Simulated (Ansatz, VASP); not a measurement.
# Sr6Li in VASP and in Ansatz

```
CELL_PARAMETERS angstrom
5.63832 0.00000 0.00000
0.00000 5.63832 0.00000
0.00000 0.00000 5.63832
ATOMIC_POSITIONS crystal
Li 0.00000 0.00000 0.00000
Sr 0.80012 0.50000 0.50000
Sr 0.19988 0.50000 0.50000
Sr 0.50000 0.50000 0.80012
Sr 0.50000 0.50000 0.19988
Sr 0.50000 0.19988 0.50000
Sr 0.50000 0.80012 0.50000
```

Change from the starting cell: species swapped into the LaB6 type (Pm-3m, No. 221).

Alike in both runs: task relaxation of cell and atoms; functional PBE; k mesh 4 × 4 × 4; occupations gaussian, width 0.1 eV; no spin polarisation.

|  | VASP | Ansatz |
| --- | --- | --- |
| version | VASP 6.6.1 | Ansatz 0.2.0 |
| potentials or method | VASP PAW PBE potentials, release 64 (Li_sv, Sr_sv) | scalar-relativistic, plane waves, PAW |
| plane-wave cutoff (eV) | 600 | 420 |
| valence electrons in the cell | 63 | 63 |

Ansatz gave:

| Item | Value |
| --- | --- |
| gap on the k mesh at the Fermi level, each at its own relaxed structure (eV) | none |
| relaxed volume (Å³/atom) | 138.69 |
| relaxed cell length with the largest relative difference (Å) | 9.902 |
| energy change over the relaxation (meV/atom) | -3965 |

Task: Estimate VASP's values.

Result: gap on the k mesh at the Fermi level, each at its own relaxed structure (eV): none; relaxed volume (Å³/atom): 120.03; relaxed cell length with the largest relative difference (Å): 9.436; energy change over the relaxation (meV/atom): -3925.

A gap of «none» marks a metal or a gap that the smearing closes. One of these differences is far larger than is usual between the two programs; its cause wasn't traced.

Caveats: the cutoff is under 1.25 times the usual one of these potentials, so pressure, stress and relaxed cells hold a basis-set (Pulay) error (VASP); the volume moved by over 15 % at a fixed basis, so the end points are rough.
